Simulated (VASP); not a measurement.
Consider the following.

```
CELL_PARAMETERS angstrom
      1.91672    -3.31985     0.00000
      1.91672     3.31985     0.00000
      0.00000     0.00000     4.95631
ATOMIC_POSITIONS crystal
  Pt 0.00000 0.00000 0.00000
  Se 0.33333 0.66667 0.26127
  Se 0.66667 0.33333 0.73873
```

All values below come from PBEsol GGA, VASP's PBE PAW potentials (set 64) (plane waves; VASP). Numerical set-up: 520 eV cut-off, 9×9×6 Γ-centred mesh, first-order Methfessel-Paxton smearing of 0.10 eV, potentials Pt Se.

Without a dispersion term in the relaxation, distances and binding between the weakly bound layers, chains or molecules are unreliable, and so is what depends on them.

Question: The ions and cell shape at fixed volume are relaxed. Give the cell that the relaxation ends in.

Answer: 
```
CELL_PARAMETERS angstrom
      1.88029    -3.25675     0.00000
      1.88029     3.25675     0.00000
      0.00000     0.00000     5.15022
ATOMIC_POSITIONS crystal
  Pt 0.00000 0.00000 0.00000
  Se 0.33333 0.66667 0.24776
  Se 0.66667 0.33333 0.75224
```
Space group P-3m1 (164), at a tolerance of 0.03 Å.

Question: How much energy does the relaxation gain?

Answer: The energy (σ→0) changes by -19.0 meV/atom, in 7 ionic steps.

```json
[
 {"step": "1", "E(σ→0) (eV)": "-15.8269", "max force (eV/Å)": "0.579", "pressure (GPa)": "-6.68", "volume (Å³)": "63.08"},
 {"step": "2", "E(σ→0) (eV)": "-15.8607", "max force (eV/Å)": "0.331", "pressure (GPa)": "-4.95", "volume (Å³)": "63.08"},
 {"step": "3", "E(σ→0) (eV)": "-15.8801", "max force (eV/Å)": "0.026", "pressure (GPa)": "-2.38", "volume (Å³)": "63.08"},
 {"step": "4", "E(σ→0) (eV)": "-15.8805", "max force (eV/Å)": "0.082", "pressure (GPa)": "-1.96", "volume (Å³)": "63.08"},
 {"step": "5", "E(σ→0) (eV)": "-15.8833", "max force (eV/Å)": "0.029", "pressure (GPa)": "-1.77", "volume (Å³)": "63.08"},
 {"step": "6", "E(σ→0) (eV)": "-15.8841", "max force (eV/Å)": "0.013", "pressure (GPa)": "-1.62", "volume (Å³)": "63.08"},
 {"step": "7", "E(σ→0) (eV)": "-15.8841", "max force (eV/Å)": "0.005", "pressure (GPa)": "-1.55", "volume (Å³)": "63.08"}
]
```

The compound is PtSe2 in the 1T layered structure. This cell is one point of a volume scan, at 1.06 of the reference volume. Symmetry was kept, so distortions that lower it aren't found.
